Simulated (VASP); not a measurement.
Here is the system:

```
CELL_PARAMETERS angstrom
     -2.17616     2.17616     5.21029
      2.17616    -2.17616     5.21029
      2.17616     2.17616    -5.21029
ATOMIC_POSITIONS crystal
  Sr 0.00000 0.00000 0.00000
  Ga 0.38211 0.38211 0.00000
  Ga 0.61789 0.61789 0.00000
  Ga 0.75000 0.25000 0.50000
  Ga 0.25000 0.75000 0.50000
```

Method: LDA (Ceperley-Alder, Perdew-Zunger), VASP's LDA PAW potentials (set 64) (plane waves; VASP 6.6.1). Numerical set-up: 400 eV cut-off, 11×11×11 Γ-centred mesh, tetrahedra with Blöchl corrections, potentials Sr_sv Ga_d.

Question: Tabulate the total density of states (states/eV per cell) against energy (eV; zero at the valence-band maximum or, without a gap, the Fermi level).

Answer: 
```json
[
 {"E (eV)": "-9.90", "DOS (states/eV)": "0.83"},
 {"E (eV)": "-9.69", "DOS (states/eV)": "0.84"},
 {"E (eV)": "-9.47", "DOS (states/eV)": "0.86"},
 {"E (eV)": "-9.26", "DOS (states/eV)": "0.90"},
 {"E (eV)": "-9.05", "DOS (states/eV)": "1.10"},
 {"E (eV)": "-8.73", "DOS (states/eV)": "0.73"},
 {"E (eV)": "-8.51", "DOS (states/eV)": "0.77"},
 {"E (eV)": "-8.30", "DOS (states/eV)": "1.11"},
 {"E (eV)": "-8.09", "DOS (states/eV)": "1.42"},
 {"E (eV)": "-7.87", "DOS (states/eV)": "1.56"},
 {"E (eV)": "-7.66", "DOS (states/eV)": "1.28"},
 {"E (eV)": "-7.45", "DOS (states/eV)": "1.07"},
 {"E (eV)": "-7.24", "DOS (states/eV)": "0.92"},
 {"E (eV)": "-6.92", "DOS (states/eV)": "0.68"},
 {"E (eV)": "-6.70", "DOS (states/eV)": "0.63"},
 {"E (eV)": "-6.49", "DOS (states/eV)": "0.78"},
 {"E (eV)": "-6.28", "DOS (states/eV)": "0.92"},
 {"E (eV)": "-6.06", "DOS (states/eV)": "1.48"},
 {"E (eV)": "-5.85", "DOS (states/eV)": "1.77"},
 {"E (eV)": "-5.64", "DOS (states/eV)": "1.59"},
 {"E (eV)": "-5.42", "DOS (states/eV)": "1.52"},
 {"E (eV)": "-5.21", "DOS (states/eV)": "1.25"},
 {"E (eV)": "-4.89", "DOS (states/eV)": "1.00"},
 {"E (eV)": "-4.68", "DOS (states/eV)": "0.73"},
 {"E (eV)": "-4.47", "DOS (states/eV)": "0.77"},
 {"E (eV)": "-4.25", "DOS (states/eV)": "0.95"},
 {"E (eV)": "-4.04", "DOS (states/eV)": "1.57"},
 {"E (eV)": "-3.83", "DOS (states/eV)": "1.26"},
 {"E (eV)": "-3.61", "DOS (states/eV)": "1.15"},
 {"E (eV)": "-3.40", "DOS (states/eV)": "1.35"},
 {"E (eV)": "-3.08", "DOS (states/eV)": "1.58"},
 {"E (eV)": "-2.87", "DOS (states/eV)": "1.46"},
 {"E (eV)": "-2.65", "DOS (states/eV)": "1.85"},
 {"E (eV)": "-2.44", "DOS (states/eV)": "2.68"},
 {"E (eV)": "-2.23", "DOS (states/eV)": "2.51"},
 {"E (eV)": "-2.02", "DOS (states/eV)": "2.74"},
 {"E (eV)": "-1.80", "DOS (states/eV)": "2.40"},
 {"E (eV)": "-1.59", "DOS (states/eV)": "2.22"},
 {"E (eV)": "-1.27", "DOS (states/eV)": "1.95"},
 {"E (eV)": "-1.06", "DOS (states/eV)": "1.74"},
 {"E (eV)": "-0.84", "DOS (states/eV)": "1.81"},
 {"E (eV)": "-0.63", "DOS (states/eV)": "1.76"},
 {"E (eV)": "-0.42", "DOS (states/eV)": "1.19"},
 {"E (eV)": "-0.20", "DOS (states/eV)": "0.99"},
 {"E (eV)": "0.01", "DOS (states/eV)": "0.86"},
 {"E (eV)": "0.22", "DOS (states/eV)": "1.15"},
 {"E (eV)": "0.43", "DOS (states/eV)": "1.28"},
 {"E (eV)": "0.75", "DOS (states/eV)": "1.66"},
 {"E (eV)": "0.97", "DOS (states/eV)": "2.71"},
 {"E (eV)": "1.18", "DOS (states/eV)": "2.80"},
 {"E (eV)": "1.39", "DOS (states/eV)": "2.73"},
 {"E (eV)": "1.61", "DOS (states/eV)": "1.87"},
 {"E (eV)": "1.82", "DOS (states/eV)": "2.55"},
 {"E (eV)": "2.03", "DOS (states/eV)": "2.87"},
 {"E (eV)": "2.25", "DOS (states/eV)": "2.95"},
 {"E (eV)": "2.57", "DOS (states/eV)": "2.31"},
 {"E (eV)": "2.78", "DOS (states/eV)": "2.91"},
 {"E (eV)": "2.99", "DOS (states/eV)": "2.85"},
 {"E (eV)": "3.21", "DOS (states/eV)": "3.11"},
 {"E (eV)": "3.42", "DOS (states/eV)": "2.38"}
]
```
Within 2 eV below the Fermi level the largest weight inside VASP's projection spheres is Ga p.

The structure comes from a measured SrGa4 entry (I4/mmm) of the Crystallography Open Database, whose conditions weren't checked. It was relaxed first, which changed the volume by -7 %.
